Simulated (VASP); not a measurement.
# Be3Se2S (Imm2) in VASP: elastic constants with PBE

Aim: the elastic constants of Be3Se2S with PBE.

Everything below comes from runs of VASP 6.6.1. Logs are shortened: lines on timing, memory, paths and dates and some standing lists are left out, and cuts for length are marked.

### Step 1. Starting point

The structure is orthorhombic, space group Imm2 (No. 44). Conventional cell: a = 3.593 Å, b = 10.776 Å, c = 5.077 Å, α = 90.00°, β = 90.00°, γ = 90.00°. Around Be (site symmetry m) lie 1 S at 2.11 Å and 3 Se at 2.23 to 2.24 Å. Around Be (site symmetry mm2) lie 2 S at 2.15 Å and 2 Se at 2.24 Å. Se (site symmetry m) has 4 Be at 2.23 to 2.24 Å as nearest neighbours. S (site symmetry mm2) is surrounded by 4 Be at 2.11 to 2.15 Å.

The cell was built by a generator and needn't be a form met in nature.

### Step 2. Elastic constants, PBE

Contents of POSCAR:

```
Be3Se2S
1.0
   -1.7963300000      5.3878500000      2.5385700000
    1.7963300000     -5.3878500000      2.5385700000
    1.7963300000      5.3878500000     -2.5385700000
Be Se S
3 2 1
Direct
    0.4008870000      0.2410370000      0.1598490000
    0.0811880000      0.2410370000      0.8401510000
    0.7675170000      0.2675170000      0.5000000000
    0.3347920000      0.0002520000      0.3345400000
    0.6657120000      0.0002520000      0.6654600000
    0.9999070000      0.9999070000      0.0000000000
```

Contents of INCAR.step1:

```
ALGO = Normal
EDIFF = 1E-8
EDIFFG = -0.002
ENCUT = 520
GGA = PE
IBRION = 2
ISIF = 3
ISMEAR = 0
KPAR = 8
LASPH = T
LCHARG = F
LREAL = F
LWAVE = F
NELM = 60
NSW = 40
PREC = Accurate
SIGMA = 0.03
```

Contents of INCAR.step2:

```
ALGO = Normal
EDIFF = 1E-8
ENCUT = 520
GGA = PE
IBRION = 6
ISIF = 3
ISMEAR = 0
KPAR = 8
LASPH = T
LCHARG = F
LREAL = F
LWAVE = F
NELM = 60
NFREE = 2
NSW = 1
POTIM = 0.015
PREC = Accurate
SIGMA = 0.03
```

Contents of KPOINTS:

```
k-points
0
Gamma
  7 7 7
```

Potentials or basis: VASP PAW PBE potentials, release 64 (Be, Se, S).

On the command line:

```console
cat potpaw_PBE.64/Be/POTCAR potpaw_PBE.64/Se/POTCAR potpaw_PBE.64/S/POTCAR > POTCAR
cp INCAR.step1 INCAR
mpirun -np 8 vasp_std > vasp.out
cp CONTCAR POSCAR
cp INCAR.step2 INCAR
mpirun -np 8 vasp_std > vasp.out
```

OUTCAR:

```text
EDIFF = 1E-8
   ENCUT = 520
   GGA = PE
   IBRION = 6
   ISIF = 3
   ISMEAR = 0
   LASPH = T
   LREAL = F
   NELM = 60
   NFREE = 2
   NSW = 1
   POTIM = 0.015
   PREC = Accurate

 ion  position               nearest neighbor table
   1  0.401  0.241  0.160-   6 2.11   5 2.23   5 2.23   4 2.24
   2  0.081  0.241  0.840-   6 2.11   4 2.23   4 2.23   5 2.24
   3  0.768  0.268  0.500-   6 2.15   6 2.15   5 2.24   4 2.24
   4  0.335  0.000  0.335-   2 2.23   2 2.23   3 2.24   1 2.24
   5  0.666  0.000  0.665-   1 2.23   1 2.23   3 2.24   2 2.24
   6  1.000  1.000  0.000-   2 2.11   1 2.11   3 2.15   3 2.15

  LATTYP: Found a body centered orthorhombic cell.
 ALAT       =     3.5927812565
 B/A-ratio  =     1.4131243832
 C/A-ratio  =     2.9994085667

  Lattice vectors:

 A1 = (   1.7963906283,  -5.3881094395,  -2.5385233985)
 A2 = (  -1.7963906283,  -5.3881094395,   2.5385233985)
 A3 = (  -1.7963906283,   5.3881094395,  -2.5385233985)

Analysis of symmetry for initial positions (statically):
=====================================================================
 Subroutine PRICEL returns:
 Original cell was already a primitive cell.

 Routine SETGRP: Setting up the symmetry group for a
 body centered orthorhombic supercell.

 Subroutine GETGRP returns: Found  4 space group operations
 (whereof  4 operations were pure point group operations)
 out of a pool of  8 trial point group operations.

The static configuration has the point symmetry C_2v.

Analysis of symmetry for dynamics (positions and initial velocities):
=====================================================================
 Subroutine PRICEL returns:
 Original cell was already a primitive cell.

 Routine SETGRP: Setting up the symmetry group for a
 body centered orthorhombic supercell.

 Subroutine GETGRP returns: Found  4 space group operations
 (whereof  4 operations were pure point group operations)
 out of a pool of  8 trial point group operations.

The dynamic configuration has the point symmetry C_2v.

 Subroutine INISYM returns: Found  4 space group operations
 (whereof  4 operations are pure point group operations),
 and found     1 'primitive' translations

----------------------------------------------------------------------------------------

                                     Primitive cell

  volume of cell :      98.2830

  direct lattice vectors                    reciprocal lattice vectors
    -1.796390628  5.388109440  2.538523398     0.000000000  0.092796927  0.196964897
     1.796390628 -5.388109440  2.538523398     0.278335899  0.000000000  0.196964897
     1.796390628  5.388109440 -2.538523398     0.278335899  0.092796927  0.000000000

  length of vectors
     6.221160958  6.221160958  6.221160958     0.217730201  0.340978069  0.293397584

  position of ions in fractional coordinates (direct lattice)
     0.400904964  0.241061762  0.159842202
     0.081219559  0.241061762  0.840157798
     0.767511413  0.267511413  0.500000000
     0.334790230  0.000242096  0.334548134
     0.665693962  0.000242096  0.665451866
     0.999882871  0.999882871  0.000000000

  ion indices of the primitive-cell ions
   primitive index   ion index
                 1           1
                 2           2
                 3           3
                 4           4
[... 131 lines left out ...]
  --------------------------------------------------------------------------------------
  -------------------------------------------------------------------------------------
  Total        0.0025185     -0.0006551     -0.0033488      0.0000000      0.0000000      0.0000000
  in kB        0.0410565     -0.0106793     -0.0545917      0.0000000      0.0000000      0.0000000
  external PRESSURE =      -0.0080715 kB  Pullay stress =       0.0000000 kB
[... 101 lines left out ...]
  FREE ENERGIE OF THE ION-ELECTRON SYSTEM (eV)
  ---------------------------------------------------
  free  energy   TOTEN  =       -27.6598429460 eV

  energy  without entropy=      -27.6598429460  energy(sigma->0) =      -27.65984295

[... ionic steps 4 to 34 ...]

--------------------------------------- Ionic step       35  -------------------------------------------

 number of electron      24.0000000 magnetization

------------------------ aborting loop because EDIFF is reached ----------------------------------------
[... 75 lines left out ...]
--------------------------------------- Ionic step       37  -------------------------------------------

 number of electron      24.0000000 magnetization

 Free energy of the ion-electron system (eV)
  ---------------------------------------------------
  ext. energy  EPLUGINS =         0.00000000
  ---------------------------------------------------
  free energy    TOTEN  =       -27.67121984 eV

  energy without entropy =      -27.67121984  energy(sigma->0) =      -27.67121984

 E-fermi :   3.7100     XC(G=0):  -9.4530

 val. band max:        3.5317392200   @ k =   0.0000   0.0000   0.0000
 cond. band min:       6.3039634849   @ k =   0.4286  -0.4286   0.4286
 fundamental gap:      2.7722242650
 Fermi energy:         3.7099945566

 k-point     1 :       0.0000    0.0000    0.0000
  band No.  band energies     occupation
      1     -10.2191      2.00000
      2      -8.5613      2.00000
      3      -8.3791      2.00000
      4      -1.1685      2.00000
      5      -1.0630      2.00000
      6      -0.6378      2.00000
[... 433 lines left out ...]
      3      -8.3088      2.00000
      4      -1.4727      2.00000
      5      -1.2561      2.00000
      6      -0.9133      2.00000
[... 8 lines left out ...]
     15       8.6590      0.00000
     16       8.8357      0.00000

 [... further k-points ...]

------------------------ aborting loop because EDIFF is reached ----------------------------------------

  FORCE on cell =-STRESS in cart. coord.  units (eV):
  Direction    XX          YY          ZZ          XY          YZ          ZX
  --------------------------------------------------------------------------------------
  -------------------------------------------------------------------------------------
  Total        0.0519609     -0.0615973     -0.0167197      0.0000000      0.0000000      0.0000000
  in kB        0.8470497     -1.0041388     -0.2725588      0.0000000      0.0000000      0.0000000
  external PRESSURE =      -0.1432160 kB  Pullay stress =       0.0000000 kB
[... 21 lines left out ...]
  FREE ENERGIE OF THE ION-ELECTRON SYSTEM (eV)
  ---------------------------------------------------
  free  energy   TOTEN  =       -27.6712198416 eV

  energy  without entropy=      -27.6712198416  energy(sigma->0) =      -27.67121984

 INTERNAL STRAIN TENSORS FROM STRAINED CELLS
 ============================================

 INTERNAL STRAIN TENSOR FOR ION    1 for displacements in x,y,z  (eV/Angst):
          X           Y           Z          XY          YZ          ZX
  --------------------------------------------------------------------------------
  x     0.00000     0.00000     0.00000     0.08084    -0.00000     4.44464
  y    -0.05349    -0.31034    -0.02984     0.00045    -4.04245    -0.00001
  z     4.19253    -3.95038     0.40132     0.00021    -0.25602    -0.00003

 INTERNAL STRAIN TENSORS FROM DISPLACED ATOMS
 ============================================

 INTERNAL STRAIN TENSOR FOR ION    1 for displacements in x,y,z  (eV/Angst):
          X           Y           Z          XY          YZ          ZX
  --------------------------------------------------------------------------------
  x     0.00000     0.00000     0.00000     0.08015     0.00000     4.43391
  y    -0.05180    -0.31010    -0.02801     0.00000    -4.04074     0.00000
  z     4.18545    -3.94123     0.40199     0.00000    -0.25553     0.00000

 INTERNAL STRAIN TENSOR FOR ION    6 for displacements in x,y,z  (eV/Angst):
          X           Y           Z          XY          YZ          ZX
  --------------------------------------------------------------------------------
  x     0.00000     0.00000     0.00000     0.00000     0.00000    -2.51101
  y     0.00000     0.00000     0.00000     0.00000     4.24908     0.00000
  z    -3.11796     4.26131     0.91078     0.00000     0.00000     0.00000

 Eigenvectors and eigenvalues of the dynamical matrix
 ----------------------------------------------------

   1 f  =   16.745135 THz   105.212784 2PiTHz  558.557567 cm-1    69.252281 meV
             X         Y         Z           dx          dy          dz
     -0.000002  1.722500  1.223884    -0.000000   -0.336898   -0.460137
      1.796391  3.665615 -1.314642     0.000000    0.336898   -0.460137
      0.000000  5.388109  1.358168     0.000000    0.000000    0.581778
     -0.000000  3.605164  0.001229    -0.000000   -0.047743    0.037934
      0.000000  7.171055  0.001229     0.000000    0.047743    0.037934
      0.000000  0.000000  5.076452    -0.000000   -0.000000    0.060373
[... 145 lines left out ...]
  18 f/i=    0.001554 THz     0.009761 2PiTHz    0.051821 cm-1     0.006425 meV
             X         Y         Z           dx          dy          dz
     -0.000002  1.722500  1.223884    -0.000000    0.203769   -0.000003
      1.796391  3.665615 -1.314642    -0.000000    0.203769    0.000003
      0.000000  5.388109  1.358168    -0.000000    0.203779    0.000000
     -0.000000  3.605164  0.001229    -0.000000    0.603147   -0.000003
      0.000000  7.171055  0.001229    -0.000000    0.603147    0.000003
      0.000000  0.000000  5.076452    -0.000000    0.384522    0.000000

--------------------------------------------------------------------------------------------------------

 ELASTIC MODULI CONTR FROM IONIC RELAXATION (kBar)
 Direction    XX          YY          ZZ          XY          YZ          ZX
 --------------------------------------------------------------------------------
 XX         -98.7787     98.5397     -1.3182      0.0000      0.0000     -0.0000
 YY          98.5397   -101.4950     -1.5057     -0.0000     -0.0000      0.0000
 ZZ          -1.3182     -1.5057     -3.0071     -0.0000     -0.0000     -0.0000
 XY           0.0000     -0.0000     -0.0000     -0.0300      0.0000     -0.0000
 YZ           0.0000     -0.0000     -0.0000      0.0000   -101.5432     -0.0000
 ZX          -0.0000      0.0000     -0.0000      0.0000     -0.0000   -101.4567
 --------------------------------------------------------------------------------

 TOTAL ELASTIC MODULI (kBar)
 Direction    XX          YY          ZZ          XY          YZ          ZX
 --------------------------------------------------------------------------------
 XX        1657.3891    235.1129    525.2069      0.0000      0.0000     -0.0000
 YY         235.1129   1658.5920    527.9025     -0.0000     -0.0000      0.0000
 ZZ         525.2069    527.9025   1359.7221     -0.0000     -0.0000     -0.0000
 XY           0.0000     -0.0000     -0.0000    419.3199      0.0000     -0.0000
 YZ           0.0000     -0.0000     -0.0000      0.0000    708.4749     -0.0000
 ZX          -0.0000      0.0000     -0.0000      0.0000     -0.0000    705.6078
 --------------------------------------------------------------------------------
```

It took 25 min on 8 MPI ranks of Intel Xeon Platinum 8488C (Sapphire Rapids), shared host; peak memory 0.7 GiB.

Results:

```
Voigt bulk modulus                                      : 81 GPa
Highest phonon frequency at Γ, LO-TO splitting left out : 559 cm⁻¹
```

Phonon frequencies in cm⁻¹ (negative: imaginary):
```tsv
q point	frequencies
(0.000, 0.000, 0.000)	0 0 0 131 182 191 193 263 268 462 474 476 478 511 512 520 551 559
```

Elastic tensor in Voigt notation (GPa, in the Cartesian axes of the cell as first typed):
```
166  24  53   0   0   0
 24 166  53   0   0   0
 53  53 136   0   0   0
  0   0   0  71   0   0
  0   0   0   0  71   0
  0   0   0   0   0  42
```

Clamped-ion elastic tensor (GPa):
```
176  14  53   0   0   0
 14 176  53   0   0   0
 53  53 136   0   0   0
  0   0   0  81   0   0
  0   0   0   0  81   0
  0   0   0   0   0  42
```
